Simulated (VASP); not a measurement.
Input:

```yaml
crystal:
  lattice:
    - [2.69662, -2.69676, 0.00000]
    - [2.69662, 2.69676, 0.00000]
    - [0.00000, 0.00000, 9.85228]
  atoms:
    - { symbol: Sn, position: [0.74530, 0.25470, 0.86688] }
    - { symbol: Sn, position: [0.25470, 0.74530, 0.13312] }
    - { symbol: Sn, position: [0.75470, 0.24530, 0.36688] }
    - { symbol: Sn, position: [0.24530, 0.75470, 0.63312] }
    - { symbol: O, position: [0.25479, 0.24521, 0.25000] }
    - { symbol: O, position: [0.74521, 0.75479, 0.75000] }
    - { symbol: O, position: [0.24521, 0.25479, 0.75000] }
    - { symbol: O, position: [0.75479, 0.74521, 0.25000] }
```

These are r2SCAN meta-GGA, VASP's PBE PAW potentials (set 64) (plane waves; VASP) values and carry that method's errors. Settings: 520 eV cut-off, 7×7×3 Γ-centred mesh, tetrahedra with Blöchl corrections, potentials Sn_d O.

Unless said otherwise, spin-orbit coupling is left out, though it shifts the bands of the heavy elements here.

What does the run give for the energy per atom (σ→0), band gap (over mesh and band path) with the smallest direct gap where there is one?

```json
{
  "band gap (over mesh and band path)": "0.34 eV",
  "smallest direct gap (over mesh and band path)": "1.99 eV",
  "energy per atom (σ→0)": "-16.726 eV/atom"
}
```

Only differences to runs with the same potentials and settings are physical.

The structure comes from a computed database's SnO entry (Cmce); how it stands against other phases isn't given here. It was relaxed first, which changed the volume by -6 %.
